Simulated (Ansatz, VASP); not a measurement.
**BeAl2 in VASP and in Ansatz**

```
Be Al
1.0
     0.00000    3.36141    3.36141
     3.36141    0.00000    3.36141
     3.36141    3.36141    0.00000
Be Al
2 4
Direct
  0.00000 0.00000 0.00000
  0.25000 0.25000 0.25000
  0.62500 0.62500 0.62500
  0.12500 0.62500 0.62500
  0.62500 0.62500 0.12500
  0.62500 0.12500 0.62500
```

Alike in both runs: task relaxation of cell and atoms; functional PBE; k mesh 4 × 4 × 4; occupations gaussian, width 0.1 eV; no spin polarisation.

```csv
,VASP,Ansatz
version,VASP 6.6.1,Ansatz 0.2.0
potentials or method,"VASP PAW PBE potentials, release 64 (Be, Al)","scalar-relativistic, plane waves, PAW"
plane-wave cutoff (eV),600,420
valence electrons in the cell,16,16
```

|  | VASP | Ansatz | Ansatz less VASP |
| --- | --- | --- | --- |
| gap on the k mesh at the Fermi level, each at its own relaxed structure (eV) | none | none | - |
| relaxed volume (Å³/atom) | 15.97 | 16.02 | +0.051 |
| relaxed cell length with the largest relative difference (Å) | 5.136 | 5.142 | +0.0055 |
| energy change over the relaxation (meV/atom) | -234 | -234 | 0.0 |

A gap of «none» marks a metal or a gap that the smearing closes.

Caveats: the k mesh is coarse (spacing up to 0.40 Å⁻¹), so the values aren't converged; the volume moved by over 15 % at a fixed basis, so the end points are rough (VASP).
